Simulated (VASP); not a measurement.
An input for Ansatz (written as the equivalent of a VASP run, and not itself run):

Ansatz 0.2 input:
```yaml
crystal:
  lattice:
    - [0.0000000, 2.7489000, 2.7489000]
    - [2.7489000, 0.0000000, 2.7489000]
    - [2.7489000, 2.7489000, 0.0000000]
  atoms:
    - { symbol: Cd, position: [0.0000000, 0.0000000, 0.0000000] }
    - { symbol: F, position: [0.2500000, 0.2500000, 0.2500000] }
    - { symbol: F, position: [0.7500000, 0.7500000, 0.7500000] }
kpoints:
  mp_grid: { grid: [6, 6, 6] }
hamiltonian:
  xc: pbe
  pseudopotentials: { kind: paw }
scf:
  occupations: { method: gaussian, width: 0.05 }
  max_iter: 100
output: { forces: true, stress: true, eigenvalues: true }
```

Task: Translate this input to VASP (INCAR, KPOINTS, POSCAR, choice of POTCAR).

Result: One answer among several that fit: 
INCAR:
```
SYSTEM = CdF2
PREC = Accurate; ENCUT = 520; LREAL = .False.
LASPH = .True.; NBANDS = 14
EDIFF = 1E-6; NELM = 100; ALGO = Normal
LMAXMIX = 4
ISMEAR = 0; SIGMA = 0.05
GGA = PE
ISIF = 2
LWAVE = .False.; LCHARG = .False.
```

File KPOINTS:
```
Automatic mesh
0
Gamma
6 6 6
0 0 0
```

**POSCAR**
```
CdF2
1.0
  0.0000000000   2.7489000000   2.7489000000
  2.7489000000   0.0000000000   2.7489000000
  2.7489000000   2.7489000000   0.0000000000
Cd F
1 2
Cartesian
  0.0000000000   0.0000000000   0.0000000000
  1.3744500000   1.3744500000   1.3744500000
  4.1233500000   4.1233500000   4.1233500000
```

POTCAR, in this order: Cd F (PBE.64 set). Program: vasp_std.

Limits of the translation: each code has its own PAW files, so the cut-off isn't converted (ENCUT is set for VASP's; basis.ecutwfc is left out, and Ansatz then takes the one that its files recommend); Ansatz stops its SCF on the density residual and VASP on the energy change (EDIFF); the number of bands isn't carried over, since the valence differs with the files.

The compound is CdF2 in the fluorite structure. The cell was not relaxed at this level. The run is one of a series of settings (NBANDS = 14 against the base run), some of them coarse on purpose.
